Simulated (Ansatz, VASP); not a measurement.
# Cross-check of GaSn between VASP and Ansatz

Wanted: the spread between two codes on one cell, functional and k mesh. The cell is generated by rule, not measured, and may not be a known phase. The cell is taken from a series of runs on this material, whose earlier steps may have relaxed, scaled, displaced or heated it; both programs get it as it stands.

Calculated with Ansatz 0.2.0; plane waves, with VASP 6.6.1 beside it; single point at PBEsol.

The structure was built from a prototype and need not be the compound's stable phase.

### 1. The structure

It takes space group Fm-3m (No. 225, cubic). Conventional cell: a = 4.288 Å, b = 4.288 Å, c = 4.288 Å, α = 90.00°, β = 90.00°, γ = 90.00°. Nearest to Sn lie 6 Ga at 2.14 Å. Nearest to Ga lie 6 Sn at 2.14 Å. Farther neighbours are not listed.

### 2. Ansatz: single point, PBEsol

Ansatz runs on its default PAW (the set named soft_2) files.

A single point gives forces, pressure and levels at one fixed geometry, so differences don't come from the geometry; what else differs is listed under the comparison.

input.yaml

```yaml
crystal:
  lattice:
    - [0.0, 2.14418, 2.14418]
    - [2.14418, 0.0, 2.14418]
    - [2.14418, 2.14418, 0.0]
  atoms:
    - { symbol: Sn, position: [0.5, 0.5, 0.5] }
    - { symbol: Ga, position: [0.0, 0.0, 0.0] }
kpoints:
  mp_grid: { grid: [8, 8, 8] }
hamiltonian:
  xc: pbesol
scf:
  occupations: { method: gaussian, width: 0.1 }
output:
  forces: true
  stress: true
  eigenvalues: true
```

Started as:

```console
$ ansatz run input.yaml --threads 4 --pin off --max-ram 8192MiB --backend cpu --events-out ev --progress --plain --runs-dir out
```

Numbers of over 12 decimals in the logs are rounded to 6 here.

What it wrote:

```text
Engine: ansatz 0.2.0, aarch64-unknown-linux-gnu
Pseudopotentials: kind: paw
Pseudopotential: Sn, paw, valence charge 14, recommended cutoff 420 eV (normal), Sn.paw.azcp
Pseudopotential: Ga, paw, valence charge 13, recommended cutoff 420 eV (normal), Ga.paw.azcp
Functional definition: PBEsol
  exchange = pbesol_x
  correlation = pbesol_c
Crystal: 2 atoms, lattice volume = 19.716 Å³
Basis set: ecut = 420 eV, 387 PW (Γ), exchange–correlation on 48×48×48 points (8 copies of the dense FFT grid, shifted against one another)
Bands: 18, of which v1, the nominal top of the filled ones, is band 14 counted from 1 (13 counted from 0)
Symmetry: 48 space group operations
Space group: Fm-3m (ITA 225), of the structure as read, at distance tolerance 2.7e-5 Å
k-points: 29 of 512
Non-local potential: Sn, projectors of the file, l = 0: 2, l = 1: 2, l = 2: 2, l = 3: 2
Non-local potential: Ga, projectors of the file, l = 0: 2, l = 1: 2, l = 2: 3, l = 3: 1
PAW form: soft (Blöchl's): semilocal exchange-correlation on the pseudo side does not see the compensation charge
PAW frozen core: Sn, regenerated for the run's functional, and the local potential with it (the file was generated under x = pbe(κ = 0.804, μ = 0.219515), c = pbe(β = 0.066725))
PAW frozen core: Ga, regenerated for the run's functional, and the local potential with it (the file was generated under x = pbe(κ = 0.804, μ = 0.219515), c = pbe(β = 0.066725))
PAW one-centre angular grid: Sn, 590 points (default); XC on 64 Gauss nodes
PAW one-centre angular grid: Ga, 590 points (default); XC on 64 Gauss nodes
Initial density: superposition of atomic densities (neutral atoms: chi_scale 0, normalization atom), corrected by the library's trained network
Initial wavefunctions: pseudopotential atomic-orbital guess
Functional: x = pbesol(κ = 0.804, μ = 0.123457), c = pbesol(β = 0.046)
SCF iter   1: F=—  HF=-9679.664559 eV  |F-HF|=—  |Δ(HF+E_count)|=         —  Δρ=2.27e-2  dr2=5.72e-2  ethr=1.77e-3  ⟨swp⟩=7.3  Hψ=2817  notcnv=0
preconditioner: auto → none  [insulator: Δε(μ)=0.671 eV  Ē_g=25.351 eV  σ=0.100 eV  W_gap=0.88  n_scr=8 (ndim 8)  ℏωp=43.5 eV  f_vac=0.000  D(μ)=0.49/eV (n_scr^D=0)  ε∞_Penn≈3.9]
SCF iter   2: F=—  HF=-9679.645631 eV  |F-HF|=—  |Δ(HF+E_count)|=   1.89e-2  Δρ=9.11e-3  dr2=5.86e-3  ethr=2.12e-4  ⟨swp⟩=2.4  Hψ=1120  notcnv=0  defer=17
SCF iter   3: F=—  HF=-9679.643961 eV  |F-HF|=—  |Δ(HF+E_count)|=   1.67e-3  Δρ=3.46e-3  dr2=1.30e-3  ethr=2.17e-5  ⟨swp⟩=2.2  Hψ=829  notcnv=0  defer=17
SCF iter   4: F=—  HF=-9679.643808 eV  |F-HF|=—  |Δ(HF+E_count)|=   1.52e-4  Δρ=8.51e-4  dr2=5.55e-5  ethr=4.82e-6  ⟨swp⟩=2.0  Hψ=729  notcnv=0  defer=17
SCF iter   5: F=—  HF=-9679.643826 eV  |F-HF|=—  |Δ(HF+E_count)|=   1.76e-5  Δρ=1.56e-4  dr2=1.90e-6  ethr=2.06e-7  ⟨swp⟩=2.6  Hψ=896  notcnv=0  defer=18
SCF iter   6: F=-9679.643825 eV  HF=-9679.643825 eV  |F-HF|=9.99e-9  |Δ(HF+E_count)|=   3.43e-7  Δρ=1.80e-5  dr2=2.64e-8  ethr=3.70e-10  ⟨swp⟩=9.4  Hψ=3274  notcnv=0
SCF 1 converged in 6 iterations: F = -9679.643825 eV  dr2 = 2.64e-8
  greatest PAW one-centre occupation: 0.996 electrons in one spin orbital (limit 2), on the Ga atom at site 1 (counted from 0), in its partial waves of l = 2
SCF converged after 6 iterations
Free energy (F): -9679.643825 eV
Harris-Foulkes:  -9679.643825 eV  (|F-HF|=9.99e-9)
Internal energy: -9679.641341 eV  (E = F + TS)
E sigma→0 (E₀):  -9679.642583 eV
Entropy (-TS):   -0.002484 eV (-1.242 meV/atom)
Fermi energy:    28.901083 eV
--- Per-component energies (eV) ---
  E_band       = 302.673259
  E_kinetic    = 347.752156
  E_local      = -1437.124220  (includes V_loc(G=0)·N_el)
  E_nonlocal   = 395.979281
  E_hartree    = 964.459530
  E_xc         = -469.634003
  E_vxc        = -182.913980  (∫ρ·V_xc dr)
  E_paw        = -6006.622096  (= ΣΔE_a)
  E_vpaw       = -749.934295  (= ΣTr[D̂ρ^β])
  E_aug_tail   = -0.000154  (compensation charges beyond the density's cutoff)
  E_ewald      = -3475.599651
  E_core_change = 1.147818  (= ΣΔE_core)
  E_smearing   = -0.002484  (= −TS)
  E_closure    = 0.000000  (closes the sum)
  Σ components = -9679.643825   (vs F -9679.643825, Δ=0.00e0)
--- Forces (eV/Å), atoms counted from 1 ---
  atom   1  Sn     0.00000000     0.00000000     0.00000000
  atom   2  Ga    -0.00000000     0.00000000     0.00000000
  max |Σ_I F_I| component: 2.85e-29 eV/Å
--- Stress (GPa, compression-positive) ---
      359.471622      -0.000000       0.000000
        0.000000     359.471622      -0.000000
        0.000000       0.000000     359.471622
  P = ⅓ Tr σ = 359.4716 GPa (3594.716 kbar)
--- Band table (eV; the first three rows and the last of 29) ---
  k-point 0: bands = [... 10 lower, 11.5621, 31.3107, 31.3107, 31.3107, 34.5171, 38.2906, 38.2906, 38.2906]
  k-point 1: bands = [... 10 lower, 11.4128, 28.6511, 31.3194, 31.3194, 34.2554, 38.4295, 38.4295, 39.2088]
  k-point 2: bands = [... 10 lower, 11.0827, 24.0281, 31.4532, 31.4532, 34.3603, 36.4328, 36.4328, 38.2688]
  k-point 28: bands = [... 10 lower, 20.0786, 20.0786, 20.7835, 21.1028, 37.5714, 37.5714, 38.3201, 38.7046]
```

The run ends at a pressure of 359.47 GPa.

### 3. VASP: single point, PBEsol

The same cell, functional, mesh and smearing now go to VASP, with its own data sets.

Lines of VASP's logs that name or quote its potential files are left out, and so is its time.

INCAR

```
SYSTEM = GaSn
PREC = Accurate
ENCUT = 500
EDIFF = 1E-06
NELM = 120
ISMEAR = 0
SIGMA = 0.1
LREAL = .FALSE.
ALGO = Normal
GGA = PS
NBANDS = 19
LORBIT = 11
LWAVE = .FALSE.
LCHARG = .FALSE.
ISIF = 2
LASPH = .TRUE.
GGA_COMPAT = .FALSE.
```

POSCAR

```
GaSn
1.0
    0.0000000000      2.1441800000      2.1441800000
    2.1441800000      0.0000000000      2.1441800000
    2.1441800000      2.1441800000      0.0000000000
Sn Ga
1 1
Direct
    0.5000000000      0.5000000000      0.5000000000
    0.0000000000      0.0000000000      0.0000000000
```

KPOINTS

```
Automatic mesh
0
Gamma
8 8 8
0 0 0
```

The projector-augmented-wave data sets are Sn_d and Ga_d (PBE family, release 64).

Started as:

```console
$ mpirun -np 1 vasp_std
```

What it wrote:

```text
[banner, memory and clock lines left out]
running    1 mpi-ranks, on    1 nodes
 distrk:  each k-point on    1 cores,    1 groups
 distr:  one band on    1 cores,    1 groups

 POSCAR found type information on POSCAR SnGa
 POSCAR found :  2 types and       2 ions
|                                                                             |
|               ----> ADVICE to this user running VASP <----                  |
|                                                                             |
|     You enforced a specific xc type in the INCAR file but a different       |
|     [... a line on the potential file left out ...]
|     I HOPE YOU KNOW WHAT YOU ARE DOING!                                     |
|                                                                             |

 LDA part: xc-table for (Slater+PW92), standard interpolation
 POSCAR, INCAR and KPOINTS ok, starting setup
 FFT: planning ... GRIDC
 FFT: planning ... GRID_SOFT
 FFT: planning ... GRID
 WAVECAR not read
 entering main loop
       N       E                     dE             d eps       ncg     rms          rms(c)
DAV:   1     0.156241701932E+03    0.15624E+03   -0.13135E+04  1286   0.290E+03
DAV:   2     0.152013024837E+02   -0.14104E+03   -0.13766E+03  1105   0.418E+02
DAV:   3     0.517134935375E+01   -0.10030E+02   -0.99857E+01  1222   0.106E+02
DAV:   4     0.500221040486E+01   -0.16914E+00   -0.16903E+00  1258   0.140E+01
DAV:   5     0.499771235543E+01   -0.44980E-02   -0.44971E-02  1339   0.217E+00    0.857E+00
DAV:   6     0.552211404762E+01    0.52440E+00   -0.16636E-01  1547   0.125E+01    0.468E+00
DAV:   7     0.580871299105E+01    0.28660E+00   -0.13448E-01  1862   0.785E+00    0.281E-01
DAV:   8     0.581555839539E+01    0.68454E-02   -0.10436E-02  1474   0.170E+00    0.133E-01
DAV:   9     0.581658361659E+01    0.10252E-02   -0.16663E-03  1523   0.607E-01    0.931E-02
DAV:  10     0.581658709515E+01    0.34786E-05   -0.31593E-05  1522   0.931E-02    0.389E-02
DAV:  11     0.581661468523E+01    0.27590E-04   -0.15782E-05  1469   0.103E-01    0.370E-03
DAV:  12     0.581661484773E+01    0.16250E-06   -0.92799E-07   829   0.101E-02
   1 F= 0.58166148E+01 E0= 0.58178222E+01  d E =-.241476E-02
```

From OUTCAR (step 3):

```text
ion  position               nearest neighbor table
   1  0.500  0.500  0.500-   2 2.14   2 2.14   2 2.14   2 2.14   2 2.14   2 2.14
   2  0.000  0.000  0.000-   1 2.14   1 2.14   1 2.14   1 2.14   1 2.14   1 2.14

  LATTYP: Found a face centered cubic cell.
 ALAT       =     4.2883600000

 Subroutine GETGRP returns: Found 48 space group operations
 (whereof 48 operations were pure point group operations)

The static configuration has the point symmetry O_h .

 Found     29 irreducible k-points:

   k-points           NKPTS =     29   k-points in BZ     NKDIM =     29   number of bands    NBANDS=     19

   dimension x,y,z NGX =    24 NGY =   24 NGZ =   24
   dimension x,y,z NGXF=    48 NGYF=   48 NGZF=   48

   ENCUT  =  500.0 eV  36.75 Ry    6.06 a.u.   5.53  5.53  5.53*2*pi/ulx,y,z

   NELECT =      27.0000    total number of electrons

 k-points in reciprocal lattice and weights: Automatic mesh
   0.00000000  0.00000000  0.00000000       0.002
   0.12500000  0.00000000  0.00000000       0.016
   0.25000000  0.00000000  0.00000000       0.016
   0.37500000  0.00000000  0.00000000       0.016
   0.50000000  0.00000000  0.00000000       0.008
   0.12500000  0.12500000  0.00000000       0.012
   0.25000000  0.12500000  0.00000000       0.047
   0.37500000  0.12500000  0.00000000       0.047
   0.50000000  0.12500000  0.00000000       0.047
[...]
-0.37500000  0.50000000  0.12500000       0.023
  -0.25000000  0.50000000  0.25000000       0.012

 average (electrostatic) potential at core
       1 -87.4337       2 -51.9166

 E-fermi :  21.2820

 k-point     1 :       0.0000    0.0000    0.0000
  band No.  band energies     occupation
    ...
      7       3.5579      2.00000
      8       3.5579      2.00000
      9       3.5579      2.00000
     10       4.0665      2.00000
     11       4.0665      2.00000
     12      23.6497      0.00000
     13      23.6497      0.00000
     14      23.6497      0.00000
     15      26.8502      0.00000
     16      30.8250      0.00000
    ...

 k-point     2 :       0.1250    0.0000    0.0000
  band No.  band energies     occupation
    ...
      8       3.5257      2.00000
      9       3.5257      2.00000
     10       3.9152      2.00000
     11       3.9152      2.00000
     12      21.0072      1.99990
     13      23.6698      0.00000
     14      23.6698      0.00000
     15      26.6078      0.00000
     16      30.9095      0.00000
     17      30.9095      0.00000
    ...

 k-point     3 :       0.2500    0.0000    0.0000
  band No.  band energies     occupation
    ...
      8       3.4046      2.00000
      9       3.5366      2.00000
     10       3.5805      2.00000
     11       3.5805      2.00000
     12      16.3971      2.00000
     13      23.8280      0.00000
     14      23.8280      0.00000
     15      26.7261      0.00000
     16      28.8661      0.00000
     17      28.8661      0.00000
    ...

  Total       44.7797871     44.7797871     44.7797871     -0.0000000     -0.0000000      0.0000000
  in kB     3638.9734643   3638.9734643   3638.9734643     -0.0000000     -0.0000000      0.0000000
  external PRESSURE =    3638.9734643 kB  Pullay stress =       0.0000000 kB

  energy-cutoff  :      500.00
  volume of cell :       19.72
      direct lattice vectors                 reciprocal lattice vectors
     0.000000000  2.144180000  2.144180000    -0.233189378  0.233189378  0.233189378
     2.144180000  0.000000000  2.144180000     0.233189378 -0.233189378  0.233189378
     2.144180000  2.144180000  0.000000000     0.233189378  0.233189378 -0.233189378

 POSITION                                       TOTAL-FORCE (eV/Angst)
 -----------------------------------------------------------------------------------
      2.14418      2.14418      2.14418        -0.000000     -0.000000      0.000000
      0.00000      0.00000      0.00000         0.000000      0.000000      0.000000
 -----------------------------------------------------------------------------------
    total drift:                                0.000000     -0.000000     -0.000000

  FREE ENERGIE OF THE ION-ELECTRON SYSTEM (eV)
  ---------------------------------------------------
  free  energy   TOTEN  =         5.8166148477 eV

  energy  without entropy=        5.8190296097  energy(sigma->0) =        5.81782223

 total charge
# of ion       s       p       d       tot
------------------------------------------
    1        1.306   2.399  10.510  14.214
    2        1.161   1.925  10.322  13.408
--------------------------------------------------
tot          2.466   4.323  20.832  27.622

[... 3 further parts left out ...]
```

The run ends at a pressure of 363.90 GPa.

### 4. Side by side

Known differences besides the potentials themselves: the cutoff is 420 eV in Ansatz and 500 eV in VASP; Ansatz makes its cores anew for this functional, VASP keeps those of its PBE data sets. Total energies have different zeros and are not compared.

Both answers:

```csv
quantity,Ansatz,VASP,difference
pressure (GPa),359.47,363.90,-4.43
```

### 5. What came out

| Property | Result |
| --- | --- |
| difference in pressure (single point, PBEsol) | -4.4 GPa |

**Reading.** The difference in pressure is -4.4 GPa (single point, PBEsol), beyond the 1 GPa picked in this series as the mark of a large difference. How closely two codes agree says nothing of how well the functional describes the real material.

[Lines on the potential files, build, host, timing and source positions are cut from VASP's logs without a mark.]

[Logs are printed without paths, hosts, clocks, repeated set-up lines and the standing remarks that a program may print on its own settings, such as how far it seeks lower states.]

[Hosts, paths, dates, database ids (printed as entryN), source tags and the programs' standing remarks are cut or masked in the printed files.]
